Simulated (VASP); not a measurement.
```
CsI
1.0
    4.47117     0.00000     0.00000
    0.00000     4.47117     0.00000
    0.00000     0.00000     4.47117
Cs I
1 1
Direct
  0.00000   0.00000   0.00000
  0.50000   0.50000   0.50000
```

Calculation: PBEsol GGA, VASP's PBE PAW potentials (set 64) (plane waves; VASP 6.6.1). Numerical set-up: 520 eV cut-off, 6×6×6 Γ-centred mesh, Gaussian smearing of 0.050 eV, potentials Cs_sv I.

### Question
The job: CsI (CsCl type), 2 atoms, PBEsol, static run, 520 eV, 6×6×6 Γ-centred mesh. Roughly how much core time does it take on a busy server core?

### Answer
About 10 core-seconds (one run on a shared machine, a rough figure). It had 20 irreducible k-points, 12 bands, up to 2469 plane waves and 13 electronic steps.

The compound is CsI in the CsCl type structure. This cell is one point of a volume scan, at 0.97 of the reference volume.
